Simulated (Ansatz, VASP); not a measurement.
## Cross-check of H4C2O between VASP and Ansatz

Aim: how closely do two programs agree when they are given the same cell, functional and k mesh? The structure shown is frame 77 of Ansatz's trajectory.

Main program and level: Ansatz 0.2.0; plane waves, with VASP 6.6.1 beside it; single point at RPBE with D3(BJ).

## 1. Set-up

The cell holds 182 atoms: 52 C, 26 O and 104 H. Cell: a = 12.268 Å, b = 12.268 Å, c = 12.268 Å, α = 90.0°, β = 90.0°, γ = 90.0°. As first built, before any earlier steps moved the atoms (in the runner's words): 13 1,4-dioxane placed at random, at 1.03 g/cm^3; overlaps pushed apart, then 10 ps at 490 K with MMFF94 bonds, angles, torsions, charges and radii (Halgren, J. Comput. Chem. 17, 490 (1996)) in harmonic and 12-6 forms. Snapshot after 20 ps at 340 K and fixed volume.

## 2. Ansatz: dynamics, RPBE with D3(BJ)

Ansatz runs on its default PAW (the set named soft_2) files.

One frame of this run of dynamics is then solved in both programs, so the motion causes no difference.

The input, input.yaml:

```yaml
crystal:
  lattice:
    - [12.26837, 0.0, 0.0]
    - [0.0, 12.26837, 0.0]
    - [0.0, 0.0, 12.26837]
  atoms:
    - { symbol: C, position: [0.8922, 0.28894, 0.58294] }
    - { symbol: C, position: [0.9107, 0.40224, 0.54852] }
    - { symbol: O, position: [0.93618, 0.41137, 0.43521] }
    - { symbol: C, position: [0.98544, 0.31824, 0.38994] }
    - { symbol: C, position: [0.04903, 0.24988, 0.47149] }
    - { symbol: O, position: [0.97699, 0.21079, 0.55409] }
    - { symbol: H, position: [0.81917, 0.2593, 0.54802] }
    - { symbol: H, position: [0.87139, 0.28127, 0.66951] }
    - { symbol: H, position: [0.97807, 0.43898, 0.59675] }
    - { symbol: H, position: [0.84108, 0.45061, 0.56364] }
    - { symbol: H, position: [0.04128, 0.34079, 0.33069] }
    - { symbol: H, position: [0.92181, 0.26408, 0.35317] }
    - { symbol: H, position: [0.09459, 0.18316, 0.43822] }
    - { symbol: H, position: [0.10382, 0.31379, 0.50846] }
    - { symbol: C, position: [0.32039, 0.25068, 0.13616] }
    - { symbol: C, position: [0.20421, 0.25639, 0.10304] }
    - { symbol: O, position: [0.16976, 0.37018, 0.10624] }
    - { symbol: C, position: [0.23851, 0.43091, 0.03571] }
    - { symbol: C, position: [0.36237, 0.41595, 0.06355] }
    - { symbol: O, position: [0.39336, 0.30652, 0.06707] }
    - { symbol: H, position: [0.34639, 0.16824, 0.14167] }
    - { symbol: H, position: [0.33799, 0.27691, 0.22116] }
    - { symbol: H, position: [0.15316, 0.21599, 0.16588] }
    - { symbol: H, position: [0.18947, 0.22831, 0.02044] }
    - { symbol: H, position: [0.20917, 0.51134, 0.03404] }
    - { symbol: H, position: [0.2252, 0.39129, 0.95636] }
    - { symbol: H, position: [0.41192, 0.45056, 0.9949] }
    - { symbol: H, position: [0.37422, 0.45294, 0.1431] }
    - { symbol: C, position: [0.6244, 0.8604, 0.11991] }
    - { symbol: C, position: [0.56162, 0.77318, 0.18461] }
[... 146 atom lines left out ...]
    - { symbol: H, position: [0.34974, 0.56962, 0.66487] }
    - { symbol: H, position: [0.31394, 0.70675, 0.61364] }
    - { symbol: H, position: [0.56298, 0.54987, 0.45424] }
    - { symbol: H, position: [0.44093, 0.59793, 0.39362] }
    - { symbol: H, position: [0.43924, 0.39774, 0.42106] }
    - { symbol: H, position: [0.42705, 0.41305, 0.56099] }
kpoints:
  mp_grid: { grid: [1, 1, 1] }
hamiltonian:
  xc: rpbe
  dispersion: d3bj
scf:
  occupations: { method: gaussian, width: 0.05 }
output:
  forces: true
md:
  timestep: 0.5
  n_steps: 230
  ensemble: nvt_nose_hoover
  temperature: 340
  initial_velocities: maxwell_boltzmann
  seed: 5732
```

Command:

```bash
> ansatz run input.yaml --threads 4 --pin off --max-ram 8192MiB --backend cpu --events-out ev --progress --plain --runs-dir out
```

Numbers of over 12 decimals in the logs are rounded to 6 here.

Output:

```text
Warning: md: disabling space-group detection — thermal motion breaks the input geometry's symmetry, so no spatial operation reduces the k-mesh or symmetrises the density; time reversal is kept, so that k and −k are solved as one point where they differ and the mesh holds both, and exact exchange and, on two spinor components, a DFT+U term hold to it where the run has them: on two components no moment then forms, and  [...]
Engine: ansatz 0.2.0, aarch64-unknown-linux-gnu
Pseudopotentials: kind: paw
Pseudopotential: C, paw, valence charge 4, recommended cutoff 420 eV (normal), C.paw.azcp
Pseudopotential: O, paw, valence charge 6, recommended cutoff 420 eV (normal), O.paw.azcp
Pseudopotential: H, paw, valence charge 1, recommended cutoff 420 eV (normal), H.paw.azcp
Functional definition: RPBE
  parameter kappa = 0.804
  parameter beta = 0.066725
  exchange = rpbe_x(kappa = kappa, mu = beta*pi^2/3)
  correlation = pbe_c(beta = beta)
Crystal: 182 atoms, lattice volume = 1846.548 Å³
Basis set: ecut = 420 eV, 36137 PW (Γ), exchange–correlation on 180×180×180 points (8 copies of the dense FFT grid, shifted against one another)
Bands: 416, of which v1, the nominal top of the filled ones, is band 234 counted from 1 (233 counted from 0)
Symmetry: 1 space group operations
k-points: 1
Non-local potential: C, projectors of the file, l = 0: 2, l = 1: 2, l = 2: 1
Non-local potential: O, projectors of the file, l = 0: 2, l = 1: 2, l = 2: 1
Non-local potential: H, projectors of the file, l = 0: 2, l = 1: 1
PAW form: soft (Blöchl's): semilocal exchange-correlation on the pseudo side does not see the compensation charge
PAW frozen core: C, regenerated for the run's functional, and the local potential with it (the file was generated under x = pbe(κ = 0.804, μ = 0.219515), c = pbe(β = 0.066725))
PAW frozen core: O, regenerated for the run's functional, and the local potential with it (the file was generated under x = pbe(κ = 0.804, μ = 0.219515), c = pbe(β = 0.066725))
PAW one-centre angular grid: C, 110 points (default); XC on 64 Gauss nodes
PAW one-centre angular grid: O, 110 points (default); XC on 64 Gauss nodes
PAW one-centre angular grid: H, 110 points (default); XC on 64 Gauss nodes
Initial density: superposition of atomic densities (neutral atoms: chi_scale 0, normalization atom), corrected by the library's trained network
Initial wavefunctions: pseudopotential atomic-orbital guess
Functional: x = rpbe, c = pbe(β = 0.066725)
SCF iter   1: F=—  HF=-29587.500671 eV  |F-HF|=—  |Δ(HF+E_count)|=         —  Δρ=9.13e-3  dr2=1.59e0  ethr=1.77e-3  ⟨swp⟩=6.0  Hψ=1918  notcnv=0  defer=32
preconditioner: auto → Resta (q_TF=auto, 2.170 Å⁻¹)  ε∞=2.3  [insulator: Δε(μ)=4.609 eV  Ē_g=16.576 eV  σ=0.050 eV  W_gap=1.00  n_scr=304 (ndim 8)  ℏωp=18.7 eV  f_vac=0.262  D(μ)=0.00/eV (n_scr^D=0)  ε∞_Penn≈2.3]
SCF iter   2: F=—  HF=-29587.221710 eV  |F-HF|=—  |Δ(HF+E_count)|=   2.79e-1  Δρ=4.90e-3  dr2=3.02e-1  ethr=3.40e-4  ⟨swp⟩=2.0  Hψ=613  notcnv=0  defer=178
SCF iter   3: F=—  HF=-29587.206209 eV  |F-HF|=—  |Δ(HF+E_count)|=   1.55e-2  Δρ=2.05e-3  dr2=8.37e-2  ethr=6.44e-5  ⟨swp⟩=2.0  Hψ=422  notcnv=0  defer=178
SCF iter   4: F=—  HF=-29587.185430 eV  |F-HF|=—  |Δ(HF+E_count)|=   2.08e-2  Δρ=3.88e-4  dr2=3.38e-3  ethr=1.79e-5  ⟨swp⟩=3.0  Hψ=405  notcnv=0  defer=178
SCF iter   5: F=—  HF=-29587.181092 eV  |F-HF|=—  |Δ(HF+E_count)|=   4.34e-3  Δρ=1.88e-4  dr2=6.40e-4  ethr=7.22e-7  ⟨swp⟩=3.0  Hψ=470  notcnv=0  defer=178
SCF iter   6: F=—  HF=-29587.179932 eV  |F-HF|=—  |Δ(HF+E_count)|=   1.16e-3  Δρ=1.16e-4  dr2=2.04e-4  ethr=1.37e-7  ⟨swp⟩=2.0  Hψ=475  notcnv=0  defer=178
SCF iter   7: F=—  HF=-29587.179828 eV  |F-HF|=—  |Δ(HF+E_count)|=   1.04e-4  Δρ=2.07e-5  dr2=6.78e-6  ethr=4.35e-8  ⟨swp⟩=2.0  Hψ=473  notcnv=0  defer=178
SCF iter   8: F=—  HF=-29587.182799 eV  |F-HF|=—  |Δ(HF+E_count)|=   2.97e-3  Δρ=7.05e-6  dr2=8.87e-7  ethr=1.45e-9  ⟨swp⟩=2.0  Hψ=650  notcnv=0  defer=178
SCF iter   9: F=—  HF=-29587.182798 eV  |F-HF|=—  |Δ(HF+E_count)|=   8.23e-7  Δρ=3.35e-6  dr2=1.74e-7  ethr=1.90e-10  ⟨swp⟩=2.0  Hψ=471  notcnv=0  defer=178
SCF iter  10: F=-29587.182798 eV  HF=-29587.182798 eV  |F-HF|=2.16e-8  |Δ(HF+E_count)|=   9.96e-8  Δρ=9.07e-7  dr2=1.44e-8  ethr=2.14e-11  ⟨swp⟩=4.0  Hψ=1017  notcnv=0
SCF 1 converged in 10 iterations: F = -29587.182798 eV  dr2 = 1.44e-8
  greatest PAW one-centre occupation: 0.868 electrons in one spin orbital (limit 2), on the O atom at site 103 (counted from 0), in its partial waves of l = 0
[...]
atom  21  H      0.48397775     0.85281015    -0.47846231
  atom  22  H      0.33827107     0.52118820    -0.21872168
  atom  23  H     -0.68781133    -1.00964692    -0.13677157
  atom  24  H     -0.00199192    -0.55026732     0.45146430
  atom  25  H      0.46271866    -0.80795193     0.09419348
  atom  26  H     -0.23072300    -0.29938175    -1.00650781
  atom  27  H      0.14540763     0.55845782     0.22439827
  atom  28  H      0.36331960     0.39096640     0.72383705
  atom  29  C      0.90976780    -2.40786999    -0.61403865
  atom  30  C      0.71874047     0.31853982    -2.34720149
  atom  31  O      0.17510177    -0.70250696     0.31393992
  atom  32  C     -0.20601575     1.24731605     0.94747308
  atom  33  C      1.71286818    -1.32734929     0.37995498
  atom  34  O     -0.99174131     0.44977622     1.01684909
  atom  35  H     -0.04440052     0.63281403     0.00540903
  atom  36  H     -0.77045005     0.82936782     0.97542696
  atom  37  H     -0.24189389    -0.02003334     0.05599514
  atom  38  H     -0.59795135    -0.02357831     0.25643820
  atom  39  H      0.64520969     0.23251153    -1.30252617
  atom  40  H     -0.12778689    -0.12541323     0.18817697
  atom  41  H     -0.47723010     0.67443810    -0.14548226
  atom  42  H     -0.61831178     0.10914140    -0.28937449
  atom  43  C     -0.62877931     1.86962645    -1.23627419
  atom  44  C     -1.48400893     2.29126256    -0.67249927
[...]
atom 175  H      0.23691320    -0.68988506     0.72739810
  atom 176  H     -0.74075389     0.06117194     0.74662022
  atom 177  H     -0.53927210     0.14528559    -0.07378492
  atom 178  H      0.78024694     0.11512118     0.11425910
  atom 179  H     -1.62923349     0.79902532    -0.02750954
  atom 180  H     -0.27450121     0.33409743    -1.14283628
  atom 181  H     -0.65976737     0.94481906     0.50596480
  atom 182  H     -0.30208625    -0.44661742    -0.96544399
  max |Σ_I F_I| component: 2.36e-4 eV/Å
--- MD trajectory: 230 steps, t = 0.0 → 115.0 fs ---
  final state: T = 343.3 K   F+E_penalty+E_count = -29587.17141099 eV   E_kin = 8.031093 eV
  conserved energy: peak-to-peak 1.642e-2 eV (9.023e-5 eV/atom) over 115.0 fs
```

## 3. VASP: single point, RPBE with D3(BJ)

The same cell, functional, mesh and smearing now go to VASP, with its own data sets.

Lines of VASP's logs that name or quote its potential files are left out, and so is its time.

The input, INCAR:

```
SYSTEM = H4C2O
PREC = Accurate
ENCUT = 520
EDIFF = 1E-06
NELM = 120
ISMEAR = 0
SIGMA = 0.05
LREAL = Auto
ALGO = Normal
GGA = RP
IVDW = 12
NBANDS = 361
LORBIT = 11
LWAVE = .FALSE.
LCHARG = .FALSE.
ISIF = 2
LASPH = .TRUE.
GGA_COMPAT = .FALSE.
EFERMI = MIDGAP
```

The input, POSCAR:

```
H4C2O
1.0
   12.2683700000      0.0000000000      0.0000000000
    0.0000000000     12.2683700000      0.0000000000
    0.0000000000      0.0000000000     12.2683700000
C O H
52 26 104
Direct
    0.8883983773      0.2847892589      0.5741838565
    0.9067056178      0.4009986657      0.5396234382
    0.9900500229      0.3302883757      0.3793576490
    0.0516368515      0.2626917838      0.4672503356
    0.3155920469      0.2401623035      0.1449173770
    0.1988691244      0.2529512886      0.1060450573
    0.2389151941      0.4274324951      0.0375273977
    0.3575780646      0.4164693435      0.0850561240
    0.6278340154      0.8529413443      0.1286478970
    0.5635711998      0.7648937878      0.1904409469
    0.6170257337      0.8541150943      0.3465415536
    0.7273337860      0.8965738725      0.2970891814
    0.2980591554      0.8467710054      0.3706849402
    0.2513210801      0.7792151688      0.2737038417
    0.2664249611      0.9564432765      0.1799668579
    0.1999206089      0.0008093985      0.2746901178
    0.0730333369      0.6487821936      0.8177695978
    0.0625755500      0.7336263905      0.9069583001
    0.2103539427      0.8305341296      0.8395736353
    0.2569616013      0.7126293061      0.8426139740
    0.9987936458      0.5464458604      0.1761929254
    0.9268712959      0.4516818453      0.1499384189
    0.8026412637      0.5920020345      0.1244664124
    0.8347726715      0.6268640414      0.2379044649
    0.8071813941      0.4724996067      0.8606359280
    0.7291188642      0.3774177010      0.8908192368
    0.6046198476      0.4363741883      0.7599950116
    0.6816716483      0.5291085939      0.7269180828
    0.2357770429      0.1380786527      0.7033208160
    0.2961192074      0.2368692826      0.6545286782
[... 146 atom lines left out ...]
    0.3370781938      0.5598543246      0.6627367776
    0.3111497289      0.6860813621      0.6113933636
    0.5728715388      0.5164092703      0.4759556485
    0.4759556485      0.5483695063      0.3819822845
    0.4412892666      0.3629496013      0.4392352040
    0.4315080161      0.4078699941      0.5828321122
```

The input, KPOINTS:

```
Automatic mesh
0
Gamma
1 1 1
0 0 0
```

PAW data sets: C, O and H (PBE family, release 64).

Command:

```bash
> export OMP_NUM_THREADS=4
> mpirun -np 1 vasp_gam
```

Output:

```text
[banner, memory and clock lines left out]
running    1 mpi-ranks, on    1 nodes
[...]
Offloading initialized ...    1 GPUs detected
[...]
|                                                                             |
|               ----> ADVICE to this user running VASP <----                  |
|                                                                             |
|     You enforced a specific xc type in the INCAR file but a different       |
|     [... a line on the potential file left out ...]
|     I HOPE YOU KNOW WHAT YOU ARE DOING!                                     |
|                                                                             |

 LDA part: xc-table for (Slater+PW92), standard interpolation
 POSCAR, INCAR and KPOINTS ok, starting setup
[...]
entering main loop
       N       E                     dE             d eps       ncg     rms          rms(c)
DAV:   1     0.346653195813E+04    0.34665E+04   -0.24445E+05   746   0.120E+03
DAV:   2    -0.634172289238E+03   -0.41007E+04   -0.38829E+04   931   0.287E+02
DAV:   3    -0.104434857943E+04   -0.41018E+03   -0.40610E+03   908   0.928E+01
DAV:   4    -0.105455379856E+04   -0.10205E+02   -0.10153E+02   932   0.160E+01
[...]
DAV:  18    -0.985568801160E+03    0.33929E-05   -0.59578E-06   844   0.576E-03    0.193E-03
DAV:  19    -0.985568799952E+03    0.12078E-05   -0.11587E-06   620   0.280E-03    0.104E-03
DAV:  20    -0.985568799824E+03    0.12777E-06   -0.42208E-07   628   0.171E-03
   1 F= -.10095673E+04 E0= -.10095673E+04  d E =0.000000E+00
```

From OUTCAR (step 3):

```text
  FREE ENERGIE OF THE ION-ELECTRON SYSTEM (eV)
  ---------------------------------------------------
  free  energy   TOTEN  =     -1009.5672870257 eV

  energy  without entropy=    -1009.5672870257  energy(sigma->0) =    -1009.56728703
```

The run ends at a pressure of -0.61 GPa, with forces up to 3.4 eV/Å.

## 4. Side by side

Known differences besides the potentials themselves: the cutoff is 420 eV in Ansatz and 520 eV in VASP (PREC = Accurate, projectors in real space); Ansatz makes its cores anew for this functional, VASP keeps those of its PBE data sets. Total energies have different zeros and are not compared.

Forces on 8 of the 182 atoms, those with the largest forces and the largest differences (eV/Å; atoms numbered as in POSCAR):

```
atom          Ansatz x, y, z            VASP x, y, z
  C5  -1.643, -1.849, -0.207  -1.716, -1.970, -0.119
  C7     1.531, 2.260, 0.978     1.604, 2.347, 0.896
 C13   -1.939, 0.553, -2.670   -1.881, 0.479, -2.644
 C27  -1.558, -0.411, -2.852  -1.617, -0.349, -2.983
 C35    1.364, 0.883, -2.516    1.410, 0.897, -2.666
 C50  -1.558, -0.763, -2.256  -1.653, -0.754, -2.199
 C52    2.494, -1.619, 1.216    2.623, -1.668, 1.220
 O69    -2.305, 0.176, 1.461    -2.265, 0.172, 1.608
```

The forces differ by 46 meV/Å r.m.s., which is 5.5 % of the r.m.s. force of 0.834 eV/Å (both taken over all components).

## 5. What came out

| Quantity | Value |
| --- | --- |
| r.m.s. force difference (single point, RPBE with D3(BJ)) | 5.5 % of the r.m.s. force |

In words: The r.m.s. force difference is 5.5 % of the r.m.s. force (single point, RPBE with D3(BJ)), beyond the 3 % picked in this series as the mark of a large difference. What causes the difference of the single point, RPBE with D3(BJ) pair stays open here. 2 further runs of this series are not shown here. How closely two codes agree says nothing of how well the functional describes the real material.

[Lines on the potential files, build, host, timing and source positions are cut from VASP's logs without a mark.]

[Logs are printed without paths, hosts, clocks, repeated set-up lines and the standing remarks that a program may print on its own settings, such as how far it seeks lower states.]

[Hosts, paths, dates, database ids (printed as entryN), source tags and the programs' standing remarks are cut or masked in the printed files.]

[The MMFF94 radii named for the starting cell were scaled by 0.96; in molecules described by MMFF94, hydrogen bound to N, O or S took a small fixed 12-6 site in their place.]
